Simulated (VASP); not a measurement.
OSZICAR of a VASP run on Sc (hcp):

OSZICAR:
```
       N       E                     dE             d eps       ncg     rms          rms(c)
DAV:   1     0.396442740358E+03    0.39644E+03   -0.11174E+04  2520   0.159E+03
DAV:   2     0.161441209801E+02   -0.38030E+03   -0.37483E+03  3451   0.667E+02
DAV:   3    -0.759424746265E+01   -0.23738E+02   -0.23168E+02  4180   0.195E+02
DAV:   4    -0.797734229019E+01   -0.38309E+00   -0.38018E+00  3846   0.239E+01
DAV:   5    -0.798551225375E+01   -0.81700E-02   -0.81710E-02  4178   0.311E+00    0.809E+00
DAV:   6    -0.704732249318E+01    0.93819E+00   -0.21519E+00  3157   0.198E+01    0.252E+00
DAV:   7    -0.692004457403E+01    0.12728E+00   -0.53714E-01  3276   0.907E+00    0.752E-01
DAV:   8    -0.691258860534E+01    0.74560E-02   -0.21506E-02  3501   0.224E+00    0.188E-01
DAV:   9    -0.691209990691E+01    0.48870E-03   -0.43563E-03  3262   0.858E-01    0.311E-02
DAV:  10    -0.691217089895E+01   -0.70992E-04   -0.19389E-04  4000   0.193E-01    0.909E-03
DAV:  11    -0.691216856642E+01    0.23325E-05   -0.70025E-06  3551   0.376E-02    0.227E-03
DAV:  12    -0.691216997250E+01   -0.14061E-05   -0.49456E-07  2830   0.110E-02    0.930E-04
DAV:  13    -0.691216959949E+01    0.37301E-06   -0.80215E-08  1974   0.688E-03    0.154E-04
DAV:  14    -0.691216960752E+01   -0.80236E-08   -0.32296E-08  1939   0.506E-03
   1 F= -.69121696E+01 E0= -.69113813E+01  d E =-.691217E+01
       N       E                     dE             d eps       ncg     rms          rms(c)
DAV:   1    -0.691254059910E+01   -0.37100E-03   -0.46438E-02  2772   0.463E+00    0.140E-01
DAV:   2    -0.691248954716E+01    0.51052E-04   -0.33318E-03  3990   0.951E-01    0.902E-02
DAV:   3    -0.691230992985E+01    0.17962E-03   -0.58305E-04  4649   0.347E-01    0.134E-02
DAV:   4    -0.691230632310E+01    0.36067E-05   -0.27835E-05  3866   0.910E-02    0.623E-03
DAV:   5    -0.691230637543E+01   -0.52327E-07   -0.12160E-06  3533   0.188E-02    0.156E-03
DAV:   6    -0.691230640122E+01   -0.25785E-07   -0.91652E-08  1687   0.479E-03
   2 F= -.69123064E+01 E0= -.69115624E+01  d E =-.136794E-03
       N       E                     dE             d eps       ncg     rms          rms(c)
DAV:   1    -0.691248181651E+01   -0.17544E-03   -0.27426E-02  2709   0.356E+00    0.108E-01
DAV:   2    -0.691245270938E+01    0.29107E-04   -0.19691E-03  3969   0.731E-01    0.693E-02
DAV:   3    -0.691234641574E+01    0.10629E-03   -0.34310E-04  4642   0.267E-01    0.103E-02
DAV:   4    -0.691234435321E+01    0.20625E-05   -0.16350E-05  3814   0.699E-02    0.475E-03
DAV:   5    -0.691234438463E+01   -0.31423E-07   -0.71042E-07  3385   0.144E-02
   3 F= -.69123444E+01 E0= -.69116375E+01  d E =-.174777E-03
```

### Question
Which electronic solver shows in the log?

### Answer
It is blocked Davidson (ALGO = Normal, or the opening steps of other solvers). The INCAR had ALGO = Normal.

### Question
Can the final energy be trusted as converged?

### Answer
The calculation finished and met its thresholds. It stopped with EDIFF = 1E-7, NELM = 100, NSW = 30 and EDIFFG = -0.01 after 3 ionic steps (optB88-vdW, plane waves, VASP's PBE PAW potentials (set 64)).

The compound is Sc in the hcp structure. This cell is one point of a volume scan, at 0.94 of the reference volume. Symmetry was kept, so distortions that lower it aren't found.
